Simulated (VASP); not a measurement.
Calculation: LDA (Ceperley-Alder, Perdew-Zunger), VASP's LDA PAW potentials (set 64) (plane waves; VASP).

VASP input:

### KPOINTS
```
kpoints
0
gamma
  6 6 6
```

POSCAR:
```
TiPd3
1
    3.8200000000     0.0000000000     0.0000000000
    0.0000000000     3.8200000000     0.0000000000
    0.0000000000     0.0000000000     3.8200000000
Ti Pd
1 3
Direct
  0.0000000000   0.0000000000   0.0000000000
  0.0000000000   0.5000000000   0.5000000000
  0.5000000000   0.0000000000   0.5000000000
  0.5000000000   0.5000000000   0.0000000000
```

### INCAR
```
! general
SYSTEM  = TiPd3
PREC    = Accurate
ENCUT   = 300
LREAL   = .FALSE.
LASPH   = .TRUE.

! electronic loop
EDIFF   = 1E-6
NELM    = 100
ALGO    = Normal
LMAXMIX = 4

! smearing
ISMEAR  = -1
SIGMA   = 0.1

! ions
ISIF    = 2

! output
LWAVE   = .FALSE.
LCHARG  = .FALSE.
```

POTCAR, in this order: Ti_sv Pd (LDA.64 set). Program: vasp_std.

The run wrote:

OUTCAR:
```
 ion  position               nearest neighbor table
   1  0.000  0.000  0.000-   2 2.70   3 2.70   4 2.70   2 2.70   3 2.70   2 2.70   4 2.70   2 2.70
                             3 2.70   4 2.70   3 2.70   4 2.70
   2  0.000  0.500  0.500-   1 2.70   3 2.70   4 2.70   1 2.70   4 2.70   1 2.70   3 2.70   1 2.70
                             3 2.70   4 2.70   4 2.70   3 2.70
   3  0.500  0.000  0.500-   1 2.70   2 2.70   4 2.70   1 2.70   4 2.70   2 2.70   4 2.70   4 2.70
                             1 2.70   2 2.70   1 2.70   2 2.70
   4  0.500  0.500  0.000-   1 2.70   2 2.70   3 2.70   2 2.70   3 2.70   1 2.70   3 2.70   3 2.70
                             1 2.70   2 2.70   2 2.70   1 2.70
  LATTYP: Found a simple cubic cell.
 ALAT       =     3.8200000000
 Subroutine PRICEL returns:
 Original cell was already a primitive cell.
 Subroutine GETGRP returns: Found 48 space group operations
The static configuration has the point symmetry O_h .
The dynamic configuration has the point symmetry O_h .
 Subroutine INISYM returns: Found 48 space group operations
 Subroutine IBZKPT returns following result:
 Found     20 irreducible k-points:

 Following reciprocal coordinates:
            Coordinates               Weight
  0.000000  0.000000  0.000000      1.000000
  0.166667  0.000000  0.000000      6.000000
  0.333333  0.000000  0.000000      6.000000
  0.500000  0.000000  0.000000      3.000000
  0.166667  0.166667  0.000000     12.000000
  0.333333  0.166667  0.000000     24.000000
  0.500000  0.166667  0.000000     12.000000
  0.333333  0.333333  0.000000     12.000000
  0.500000  0.333333  0.000000     12.000000
  0.500000  0.500000  0.000000      3.000000
  0.166667  0.166667  0.166667      8.000000
  0.333333  0.166667  0.166667     24.000000
  0.500000  0.166667  0.166667     12.000000
  0.333333  0.333333  0.166667     24.000000
  0.500000  0.333333  0.166667     24.000000
  0.500000  0.500000  0.166667      6.000000
  0.333333  0.333333  0.333333      8.000000
  0.500000  0.333333  0.333333     12.000000
...
```

### OSZICAR
```
       N       E                     dE             d eps       ncg     rms          rms(c)
DAV:   1     0.276805083769E+03    0.27681E+03   -0.15332E+04  1000   0.126E+03
DAV:   2    -0.164194090502E+02   -0.29322E+03   -0.28712E+03  1089   0.366E+02
DAV:   3    -0.337855116185E+02   -0.17366E+02   -0.16988E+02  1369   0.863E+01
DAV:   4    -0.342175032979E+02   -0.43199E+00   -0.43103E+00  1255   0.142E+01
DAV:   5    -0.342279608534E+02   -0.10458E-01   -0.10452E-01  1387   0.198E+00    0.177E+01
DAV:   6    -0.320129214691E+02    0.22150E+01   -0.24092E+01  1360   0.347E+01    0.129E+01
DAV:   7    -0.314906234496E+02    0.52230E+00   -0.23092E+01  1411   0.327E+01    0.728E+00
DAV:   8    -0.308800812638E+02    0.61054E+00   -0.17853E+00  1371   0.951E+00    0.281E+00
DAV:   9    -0.308752277121E+02    0.48536E-02   -0.77295E-01  1503   0.494E+00    0.167E+00
DAV:  10    -0.308372313826E+02    0.37996E-01   -0.20113E-01  1453   0.335E+00    0.259E-01
DAV:  11    -0.308373715982E+02   -0.14022E-03   -0.28570E-03  1226   0.430E-01    0.226E-01
DAV:  12    -0.308367477411E+02    0.62386E-03   -0.27098E-03  1442   0.327E-01    0.305E-02
DAV:  13    -0.308367403128E+02    0.74283E-05   -0.98808E-05  1286   0.694E-02    0.982E-03
DAV:  14    -0.308367394126E+02    0.90012E-06   -0.12446E-05  1445   0.217E-02    0.271E-03
DAV:  15    -0.308367394963E+02   -0.83605E-07   -0.81150E-07   616   0.475E-03
   1 F= -.30836739E+02 E0= -.30810090E+02  d E =-.532989E-01
```

OUTCAR:
```
------------------------ aborting loop because EDIFF is reached ----------------------------------------
  FORCE on cell =-STRESS in cart. coord.  units (eV):
  Direction    XX          YY          ZZ          XY          YZ          ZX
  --------------------------------------------------------------------------------------
  Total        0.9540100      0.9540100      0.9540100      0.0000000     -0.0000000      0.0000000
  in kB       27.4203761     27.4203761     27.4203761      0.0000000     -0.0000000      0.0000000
  external PRESSURE =      27.4203761 kB  Pullay stress =       0.0000000 kB
  volume of cell :       55.74
      direct lattice vectors                 reciprocal lattice vectors
     3.820000000  0.000000000  0.000000000     0.261780105  0.000000000  0.000000000
     0.000000000  3.820000000  0.000000000     0.000000000  0.261780105  0.000000000
     0.000000000  0.000000000  3.820000000     0.000000000  0.000000000  0.261780105
 POSITION                                       TOTAL-FORCE (eV/Angst)
 -----------------------------------------------------------------------------------
      0.00000      0.00000      0.00000         0.000000      0.000000      0.000000
      0.00000      1.91000      1.91000         0.000000      0.000000      0.000000
      1.91000      0.00000      1.91000         0.000000      0.000000      0.000000
      1.91000      1.91000      0.00000         0.000000      0.000000      0.000000
 -----------------------------------------------------------------------------------
    total drift:                                0.000000     -0.000000     -0.000000
  FREE ENERGIE OF THE ION-ELECTRON SYSTEM (eV)
  ---------------------------------------------------
  free  energy   TOTEN  =       -30.8367394963 eV

  energy  without entropy=      -30.7834405791  energy(sigma->0) =      -30.81009004
```
(Selected blocks of OUTCAR.)

**OUTCAR**
```
 val. band max:       11.4367224870   @ k =   0.5000   0.0000   0.0000

 cond. band min:      11.5120393402   @ k =   0.1667   0.1667   0.0000


 Fermi energy:        11.5118350185

 k-point     1 :       0.0000    0.0000    0.0000
  band No.  band energies     occupation
      1     -45.7803      2.00000
      2     -22.4218      2.00000
      3     -22.4218      2.00000
      4     -22.4218      2.00000
      5       3.2377      2.00000
      6       4.8671      2.00000
      7       5.1013      2.00000
      8       5.1013      2.00000
      9       5.3796      2.00000
     10       5.3796      2.00000
     11       5.3796      2.00000
     12       8.0201      2.00000
     13       8.0201      2.00000
     14       8.0201      2.00000
     15       9.6795      2.00000
     16       9.6795      2.00000
     17      10.4677      1.99994
     18      10.9943      1.98876
     19      10.9943      1.98876
     20      10.9943      1.98876
     21      12.8089      0.00000
     22      12.8089      0.00000
     23      13.5006      0.00000
     24      13.5006      0.00000
     25      14.0533      0.00000

 k-point     2 :       0.1667    0.0000    0.0000
  band No.  band energies     occupation
      1     -45.7794      2.00000
      2     -22.4299      2.00000
      3     -22.4226      2.00000
      4     -22.4226      2.00000
      5       3.5896      2.00000
      6       5.0757      2.00000
      7       5.2563      2.00000
      8       5.3610      2.00000
      9       5.5077      2.00000
     10       5.5874      2.00000
     11       5.5874      2.00000
     12       7.8348      2.00000
     13       8.1204      2.00000
     14       8.1204      2.00000
     15       9.4418      2.00000
     16       9.7155      2.00000
     17      10.2109      2.00000
     18      10.2109      2.00000
     19      10.2300      1.99999
     20      10.9950      1.98868
     21      12.1812      0.00247
     22      12.6221      0.00003
     23      12.6221      0.00003
...
```

At this cut-off the stress carries a Pulay error, which pulls relaxed volumes low.

The structure comes from a measured TiPd3 entry of the Crystallography Open Database, whose conditions weren't checked. The cell was not relaxed at this level. The run is one of a series of settings (GGA removed, POTCAR Ti_sv Pd (LDA.64 set) against the base run), some of them coarse on purpose.
